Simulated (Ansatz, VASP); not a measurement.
Two plane-wave programs on BIr

File INCAR:

```
SYSTEM = BIr
PREC     = Accurate       ! precision mode
ENCUT    = 520            ! plane-wave cutoff, eV
EDIFF    = 1E-6           ! SCF threshold, eV
ISMEAR   = 0              ! smearing method
SIGMA    = 0.15           ! smearing width, eV
LREAL    = .FALSE.        ! projectors in reciprocal space
LASPH    = .TRUE.         ! aspherical terms in the spheres
NELM     = 60             ! most SCF steps
ALGO     = Fast           ! electronic algorithm
ISIF     = 2              ! what is computed and relaxed
LWAVE    = .FALSE.        ! write WAVECAR
LCHARG   = .TRUE.         ! write CHGCAR
GGA      = CA             ! functional
LELF     = .TRUE.         ! ELF
LVHAR    = .TRUE.       
NBANDS   = 13             ! bands
```

The input KPOINTS:

```
Automatic mesh
0
G
  18 18 18
  0 0 0
```

Contents of POSCAR:

```
BIr
1.0
    3.0421080792      0.0000000000      0.0000000000
   -1.5210540396      2.6345428776      0.0000000000
    0.0000000000      0.0000000000      2.4326750790
B Ir
1 1
Direct
    0.3333333333      0.6666666667      0.5000000000
    0.0000000000      0.0000000000      0.0000000000
```

Input for Ansatz:

```yaml
crystal:
  lattice:
    - [3.0421080792, 0.0, 0.0]
    - [-1.5210540396, 2.6345428776, 0.0]
    - [0.0, 0.0, 2.432675079]
  atoms:
    - { symbol: B, position: [0.3333333333, 0.6666666667, 0.5] }
    - { symbol: Ir, position: [0.0, 0.0, 0.0] }
basis:
  ecutwfc: 420
kpoints:
  mp_grid: { grid: [18, 18, 18] }
hamiltonian:
  xc: lda
scf:
  occupations: { method: gaussian, width: 0.15 }
output:
  forces: true
  stress: true
  eigenvalues: true
```

Change from the starting cell: strain -0.1000 x Voigt [0, 0, 1, 0, 0, 0], atoms carried along.

Alike in both runs: task single point; functional LDA; k mesh 18 × 18 × 18; occupations gaussian, width 0.15 eV; no spin polarisation.

|  | VASP | Ansatz |
| --- | --- | --- |
| version | VASP 6.6.1 | Ansatz 0.2.0 |
| potentials or method | VASP PAW LDA potentials, release 64 (B, Ir) | scalar-relativistic, plane waves, PAW |
| plane-wave cutoff (eV) | 520 | 420 |
| valence electrons in the cell | 12 | 20 |

VASP gave:

- gap on the k mesh at the Fermi level (eV): none
- pressure (GPa): 48.4
- largest component of the traceless stress (GPa): 63.05

Q: Which values does Ansatz return?

A: gap on the k mesh at the Fermi level (eV): none; pressure (GPa): 44.7; largest component of the traceless stress (GPa): 62.15.

A gap of «none» marks a metal or a gap that the smearing closes. The two sets of potentials don't hold the same shells in valence.

Caveats: so large a pressure means that the cell lies far from this level's equilibrium, or that cutoff or potentials fall short (VASP). Spin-orbit coupling is left out, which matters for the levels of Ir.
